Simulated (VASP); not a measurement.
Here is the system:

```
CELL_PARAMETERS angstrom
      1.57574    -2.24815     0.00000
      1.57574     2.24815     0.00000
      0.00000     0.00000     4.46144
ATOMIC_POSITIONS crystal
  Nb 0.00000 0.00000 0.00000
  Re 0.50000 0.50000 0.50000
```

The numbers are results of PBEsol GGA, VASP's PBE PAW potentials (set 64) (plane waves; VASP 6.6.1), not measurements. Settings: 400 eV cut-off, Gaussian smearing of 0.050 eV, potentials Nb_sv Re.

Question: Give the energies of bands 5 to 13 at the high-symmetry points, in eV from the Fermi level.

Answer: 
```
band      Γ      Y     C0      Z     A0      T      S      R
----  -----  -----  -----  -----  -----  -----  -----  -----
5     -8.75  -6.10  -4.98  -7.32  -3.88  -5.17  -5.24  -6.31
6     -5.58  -5.74  -4.89  -5.01  -3.53  -4.04  -3.60  -5.51
7     -3.72  -5.48  -4.28  -3.30  -3.28  -3.86  -3.47  -3.88
8     -1.45  -3.56  -3.53  -2.21  -3.25  -3.25  -2.67  -3.15
9     -1.37   1.04  -1.13  -1.60  -3.19  -1.39  -2.17   0.66
10    -0.91   1.92   1.91  -1.13  -2.57  -0.67  -1.75   1.45
11     1.13   2.88   2.08   0.30   2.07   0.10   0.61   1.46
12     1.28   3.76   2.31   0.40   2.23   1.27   1.73   1.92
13     1.34   4.76   2.95   1.15   3.27   3.83   2.58   3.00
```

It has no gap at this level: it comes out as a metal or semimetal.

The structure comes from a computed database's NbRe entry (Cmmm); how it stands against other phases isn't given here. It was relaxed first.
